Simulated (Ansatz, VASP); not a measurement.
# One calculation of Cs2Be, two programs

```xyz
3
Lattice="6.4932 0.0000 0.0000 -3.2466 5.6233 0.0000 0.0000 0.0000 4.1965" Properties=species:S:1:pos:R:3 pbc="T T T"
Cs    0.0000    3.7488    2.0982
Cs    3.2466    1.8744    2.0982
Be    0.0000    0.0000    0.0000
```

Change from the starting cell: species swapped into the YHg2 type (P6/mmm, No. 191).

Alike in both runs: functional PBE; k mesh 6 × 6 × 4; occupations gaussian, width 0.1 eV; no spin polarisation.

Ansatz relaxed the structure, and its values are those at the end. VASP's run is a single point on that final structure, the one shown.

|  | VASP | Ansatz |
| --- | --- | --- |
| version | VASP 6.6.1 | Ansatz 0.2.0 |
| potentials or method | VASP PAW PBE potentials, release 64 (Cs_sv, Be) | scalar-relativistic, plane waves, PAW |
| plane-wave cutoff (eV) | 520 | 420 |
| valence electrons in the cell | 20 | 20 |

|  | VASP | Ansatz | Ansatz less VASP |
| --- | --- | --- | --- |
| gap on the k mesh at the Fermi level (eV) | none | none | - |
| pressure (GPa) | 0.2 | 0.2 | -0.01 |

A gap of «none» marks a metal or a gap that the smearing closes.

Caveats: the k mesh is coarse (spacing up to 0.37 Å⁻¹), so the values aren't converged. The runs have no spin-orbit coupling, so splittings on Cs are missing.
